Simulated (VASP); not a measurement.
An input for Quantum ESPRESSO's pw.x (written as the equivalent of a VASP run, and not itself run):

```
&CONTROL
  calculation = 'vc-relax'
  pseudo_dir = './pseudo'
  outdir = './out'
  tprnfor = .true.
  tstress = .true.
  nstep = 30
  forc_conv_thr = 0.00039
/
&SYSTEM
  ibrav = 0
  nat = 5
  ntyp = 2
  ecutwfc = 110
  occupations = 'smearing'
  smearing = 'gaussian'
  degauss = 0.003675
  input_dft = 'vdw-df2-b86r'
/
&ELECTRONS
  conv_thr = 7.3e-09
  electron_maxstep = 100
/
&IONS
/
&CELL
  cell_dofree = 'shape'
/
ATOMIC_SPECIES
  La 138.905 La.upf
  O 15.999 O.upf
CELL_PARAMETERS angstrom
     1.9834997   -3.4355222    0.0000000
     1.9834997    3.4355222    0.0000000
     0.0000000    0.0000000    6.1537293
ATOMIC_POSITIONS crystal
  La   0.3333330  0.6666670  0.2453537
  La   0.6666670  0.3333330  0.7546463
  O    0.0000000  0.0000000  0.0000000
  O    0.3333330  0.6666670  0.6461208
  O    0.6666670  0.3333330  0.3538792
K_POINTS automatic
  7 7 4 0 0 0
```

Task: Write the VASP files for the same calculation (rev-vdW-DF2).

Result: This is not unique; one that fits is 
### INCAR
```
# general
SYSTEM   = La2O3
PREC     = Accurate
ENCUT    = 520   # plane-wave cut-off (eV)
LREAL    = .FALSE.   # projection in real space or not
LASPH    = .TRUE.   # aspherical one-centre terms

# electronic loop
EDIFF    = 1E-7   # SCF stop (eV)
NELM     = 100
ALGO     = Normal
LMAXMIX  = 6   # l cut-off of mixed one-centre charges

# smearing
ISMEAR   = 0   # Gaussian
SIGMA    = 0.05

# functional
GGA      = MK
LUSE_VDW = .TRUE.
AGGAC    = 0.0
PARAM1   = 0.1234568
PARAM2   = 0.7114
ZAB_VDW  = -1.8867

# ions
IBRION   = 2
NSW      = 30   # most ionic steps
ISIF     = 4   # ions and shape, fixed volume
EDIFFG   = -0.01

# output
LWAVE    = .FALSE.
LCHARG   = .FALSE.
```

POSCAR:
```
La2O3
1
    1.9834997458    -3.4355222456     0.0000000000
    1.9834997458     3.4355222456     0.0000000000
    0.0000000000     0.0000000000     6.1537292918
La O
2 3
Direct
  0.3333330000   0.6666670000   0.2453536663
  0.6666670000   0.3333330000   0.7546463337
  0.0000000000   0.0000000000   0.0000000000
  0.3333330000   0.6666670000   0.6461208471
  0.6666670000   0.3333330000   0.3538791529
```

**KPOINTS**
```
Regular mesh
0
Gamma
7 7 4
```

POTCAR, in this order: La O (PBE.64 set). Program: vasp_std.

The two are equivalent in intent, not identical: the potentials are each code's own (VASP's PAW set, PseudoDojo norm-conserving files in pw.x), so ENCUT and ecutwfc are chosen apart and not converted; conv_thr bounds pw.x's estimated SCF error, while EDIFF bounds the energy change between steps; forc_conv_thr acts on force components and is met together with etot_conv_thr.

The compound is La2O3 in the a-type structure. This cell is one point of a volume scan, at 1.03 of the reference volume. Symmetry was kept, so distortions that lower it aren't found.
